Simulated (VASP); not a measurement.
## Al3Au under changes of volume

One of the cells (16.973 Å³/atom); the others are scaled copies at fixed shape and fractional positions:

```
CELL_PARAMETERS angstrom
-2.03875 2.03875 4.08347
2.03875 -2.03875 4.08347
2.03875 2.03875 -4.08347
ATOMIC_POSITIONS crystal
Au 0.00000 0.00000 0.00000
Al 0.50000 0.50000 0.00000
Al 0.25000 0.75000 0.50000
Al 0.75000 0.25000 0.50000
```

The cell comes from a database or a generator and needn't be the stable form of this composition.

- Program: VASP 6.6.1
- Functional: PBEsol
- Potentials or basis: VASP PAW PBE potentials, release 64 (Au, Al)
- Cutoff: 520 eV
- k mesh: 9 × 9 × 9
- Occupations: fermi-dirac, width 0.05 eV
- Spin: no spin polarisation

```csv
volume (Å³/atom),energy over the lowest point (meV/atom),pressure (GPa)
15.642,?,?
15.974,0.63,1.4
16.307,0.00,-0.8
16.973,10.94,-4.4
17.306,21.63,-5.9
17.638,35.28,-7.3
```

Task: What does the run at 15.642 Å³/atom give?

Result: Energy over the lowest point 6.03 meV/atom; pressure 3.8 GPa.

Worked out: A Birch-Murnaghan fit of order 3 (a polynomial in V^(-2/3)) to the other rows has its minimum at 16.19 Å³/atom with B0 = V·E''(V) = 103 GPa and B' = 4.6 at fixed shape and positions, which overstates the stiffness. It gives 5.96 meV/atom at 15.642 Å³/atom, against the run's 6.03, and -dE/dV = 3.8 GPa, against 3.8.

Energies are extrapolated to zero smearing.

Caveats: the PAW data sets were made with another functional, which shifts forces and pressure a little.
